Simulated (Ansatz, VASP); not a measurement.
# Two plane-wave programs on ScAlC4N4

Contents of INCAR:

```
PREC = Accurate
ENCUT = 520
EDIFF = 1E-6
ISMEAR = 0
SIGMA = 0.1
LREAL = False
LASPH = True
NELM = 60
ALGO = Normal
ISIF = 2
LWAVE = False
LCHARG = False
GGA = PE
NBANDS = 36
```

KPOINTS

```
regular mesh
0
Gamma
  4 4 4
```

Contents of POSCAR:

```
ScAlC4N4
1.0
    4.1171614200     -5.1650000000      0.0000000000
    4.1171614200      5.1650000000      0.0000000000
   -0.8774020000      0.0000000000      4.0225842300
Sc Al C N
1 1 4 4
Direct
    0.5000000000      0.5000000000      0.0000000000
    0.0000000000      0.0000000000      0.0000000000
    0.1815101600      0.8184898400      0.0000000000
    0.8184898400      0.1815101600      0.0000000000
    0.8184898400      0.8184898400      0.6369796700
    0.1815101600      0.1815101600      0.3630203300
    0.2947725100      0.7052274900      0.0000000000
    0.7052274900      0.2947725100      0.0000000000
    0.7052274900      0.7052274900      0.4104549900
    0.2947725100      0.2947725100      0.5895450100
```

Input for Ansatz:

```yaml
crystal:
  lattice:
    - [4.11716142, -5.165, 0.0]
    - [4.11716142, 5.165, 0.0]
    - [-0.877402, 0.0, 4.02258423]
  atoms:
    - { symbol: Sc, position: [0.5, 0.5, 0.0] }
    - { symbol: Al, position: [0.0, 0.0, 0.0] }
    - { symbol: C, position: [0.18151016, 0.81848984, 0.0] }
    - { symbol: C, position: [0.81848984, 0.18151016, 0.0] }
    - { symbol: C, position: [0.81848984, 0.81848984, 0.63697967] }
    - { symbol: C, position: [0.18151016, 0.18151016, 0.36302033] }
    - { symbol: "N", position: [0.29477251, 0.70522749, 0.0] }
    - { symbol: "N", position: [0.70522749, 0.29477251, 0.0] }
    - { symbol: "N", position: [0.70522749, 0.70522749, 0.41045499] }
    - { symbol: "N", position: [0.29477251, 0.29477251, 0.58954501] }
basis:
  ecutwfc: 420
kpoints:
  mp_grid: { grid: [4, 4, 4] }
hamiltonian:
  xc: pbe
scf:
  occupations: { method: gaussian, width: 0.1 }
  lower_state_search: "off"
output:
  forces: true
  stress: true
  eigenvalues: true
```

Alike in both runs: task single point; functional PBE; k mesh 4 × 4 × 4; occupations gaussian, width 0.1 eV; no spin polarisation.

```csv
,VASP,Ansatz
version,VASP 6.6.1,Ansatz 0.2.0
potentials or method,"VASP PAW PBE potentials, release 64 (Sc_sv, Al, C, N)","scalar-relativistic, plane waves, PAW"
plane-wave cutoff (eV),520,420
valence electrons in the cell,50,50
```

VASP gave:

| Quantity | Value |
| --- | --- |
| gap on the k mesh at the Fermi level (eV) | none |
| pressure (GPa) | 7.8 |
| largest component of the traceless stress (GPa) | 7.71 |
| rms of the force components (eV/Å) | 0.664 |

Q: What did Ansatz give for the same quantities?

A: gap on the k mesh at the Fermi level (eV): none; pressure (GPa): 7.3; largest component of the traceless stress (GPa): 7.27; rms of the force components (eV/Å): 0.584.

Atom by atom the forces differ by 0.192 eV/Å (rms over components). A gap of «none» marks a metal or a gap that the smearing closes.

Caveats: the k mesh is coarse (spacing up to 0.39 Å⁻¹), so the values aren't converged; the standard files for N, O and F lose accuracy on very short bonds; forces of over 1 eV/Å show positions far from the minimum, so gaps and moduli don't describe the material at rest.
